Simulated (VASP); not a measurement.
VASP runs on CdI2 (space group P-3m1) share one base input (PBEsol GGA, plane waves, VASP's PBE PAW potentials (set 64)) and change the settings named in each case.

### INCAR
```
# general
SYSTEM  = CdI2
PREC    = Accurate
ENCUT   = 300   # plane-wave cut-off (eV)
LREAL   = .FALSE.   # projection in real space or not
LASPH   = .TRUE.   # aspherical one-centre terms

# electronic loop
EDIFF   = 1E-6   # SCF stop (eV)
NELM    = 100   # most electronic steps
ALGO    = Normal   # blocked Davidson
LMAXMIX = 4   # l cut-off of mixed one-centre charges

# smearing
ISMEAR  = -1
SIGMA   = 0.05

# functional
GGA     = PS   # PBEsol

# ions
ISIF    = 2

# output
LWAVE   = .FALSE.
LCHARG  = .FALSE.
```

File KPOINTS:
```
K-points
0
G
  6 6 3
0 0 0
```

File POSCAR:
```
CdI2
1.0
  2.0712400000  -3.5874930000   0.0000000000
  2.0712400000   3.5874930000   0.0000000000
  0.0000000000   0.0000000000   6.7022200000
Cd I
1 2
Direct
  0.0000000000   0.0000000000   0.0000000000
  0.3333330000   0.6666670000   0.2490000000
  0.6666670000   0.3333330000   0.7510000000
```

POTCAR, in this order: Cd I (PBE.64 set). Program: vasp_std.

```
change                                                                                                                          E(σ→0) (eV/atom)  pressure (GPa)
------------------------------------------------------------------------------------------------------------------------------  ----------------  --------------
base run                                                                                                                                 -2.1063            2.65
GGA removed, POTCAR Cd I (LDA.64 set)                                                                                                    -2.3861               ?
GGA_COMPAT = .FALSE., LNONCOLLINEAR = .TRUE., LSORBIT = .TRUE., MAGMOM = 0.0 0.0 0.0 0.0 0.0 0.0 0.0 0.0 0.0, program vasp_ncl           -2.2065            2.76
KPOINTS 1×1×1 Γ-centred mesh                                                                                                              1.2024           26.34
```

**Question.** Complete the blanks.

**Answer.** 
- GGA removed, POTCAR Cd I (LDA.64 set), pressure (GPa): 1.08

Energies of different potentials or functionals have different zeros.  Unless said otherwise, spin-orbit coupling is left out, though it shifts the bands of the heavy elements here. At 300 eV the pressure can carry a Pulay error.

Left out are runs that ran out of time, are held back, or changed the cell or the kind of run, fixed moments of cells without a moment, rows past the twelfth, gaps on odd meshes, pressures of charged cells and columns that move by less than the noise.

The structure is a typed CdI2 crystal (P-3m1). The cell was not relaxed at this level, its lattice was scaled by up to 2.5 %.
